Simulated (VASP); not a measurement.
Given:

```yaml
crystal:
  lattice:
    - [0.00000, 1.96907, 1.96907]
    - [1.96907, 0.00000, 1.96907]
    - [1.96907, 1.96907, 0.00000]
  atoms:
    - { symbol: Pd, position: [0.00000, 0.00000, 0.00000] }
```

Level of theory: PBE GGA, VASP's PBE PAW potentials (set 64) (plane waves; VASP 6.6.1). Numerical set-up: 400 eV cut-off, Gaussian smearing of 0.050 eV, potentials Pd.

Question: What does the run give for the band gap (along the path) with the smallest direct gap where there is one?

Answer: 
```json
{
 "band gap (along the path)": "none (metal, semimetal or under 0.01 eV)"
}
```

The absolute energy has meaning only against runs of the same code, potentials and settings.

The compound is Pd in the fcc structure. It was relaxed first.
